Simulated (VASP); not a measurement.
Here is the system:

```
CELL_PARAMETERS angstrom
      0.00000     2.04865     2.04865
      2.04865     0.00000     2.04865
      2.04865     2.04865     0.00000
ATOMIC_POSITIONS crystal
  Au 0.00000 0.00000 0.00000
```

These are PBE GGA with D3 dispersion (zero damping), VASP's PBE PAW potentials (set 64) (plane waves; VASP 6.6.1) values and carry that method's errors. Settings: 520 eV cut-off, Gaussian smearing of 0.050 eV, potentials Au.

### Question
Give the energies of bands 1 to 7 at the high-symmetry points, in eV from the Fermi level.

### Answer

| band | Γ | X | U | L | W |
|---|---|---|---|---|---|
| 1 | -9.81 | -7.03 | -6.43 | -7.28 | -5.94 |
| 2 | -4.69 | -6.72 | -5.82 | -4.73 | -5.15 |
| 3 | -4.69 | -2.07 | -3.85 | -4.73 | -5.15 |
| 4 | -4.69 | -1.70 | -2.92 | -2.02 | -3.35 |
| 5 | -3.20 | -1.70 | -2.14 | -2.02 | -1.70 |
| 6 | -3.20 | 1.00 | 3.77 | -0.96 | 4.63 |
| 7 | 14.49 | 5.65 | 4.60 | 2.97 | 6.23 |

It has no gap at this level: it comes out as a metal or semimetal.

The compound is Au in the fcc structure. It was relaxed first.
